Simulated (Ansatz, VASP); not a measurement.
**Two plane-wave programs on KAs2**

```xyz
6
Lattice="-2.2497 2.2497 7.8223 2.2497 -2.2497 7.8223 2.2497 2.2497 -7.8223" Properties=species:S:1:pos:R:3 pbc="T T T"
K     0.0000    0.0000    0.0000
K     0.0000    2.2497    3.9111
As    0.0000    0.0000    6.5160
As    2.2497    0.0000    2.6048
As    2.2497    0.0000    5.2175
As    0.0000    0.0000    9.1286
```

Alike in both runs: task single point; functional PBE; k mesh 6 × 6 × 6; occupations gaussian, width 0.1 eV; no spin polarisation.

|  | VASP | Ansatz |
| --- | --- | --- |
| version | VASP 6.6.1 | Ansatz 0.2.0 |
| potentials or method | VASP PAW PBE potentials, release 64 (K_sv, As) | scalar-relativistic, plane waves, PAW |
| plane-wave cutoff (eV) | 520 | 420 |
| valence electrons in the cell | 38 | 78 |

Ansatz gave:

- gap on the k mesh at the Fermi level (eV): none
- pressure (GPa): 2.2
- largest component of the traceless stress (GPa): 1.79
- rms of the force components (eV/Å): 0.207

Q: What did VASP give for the same quantities?

A: gap on the k mesh at the Fermi level (eV): none; pressure (GPa): 2.3; largest component of the traceless stress (GPa): 1.77; rms of the force components (eV/Å): 0.208.

Atom by atom the forces differ by 0.001 eV/Å (rms over components). A gap of «none» marks a metal or a gap that the smearing closes. The two sets of potentials don't hold the same shells in valence.
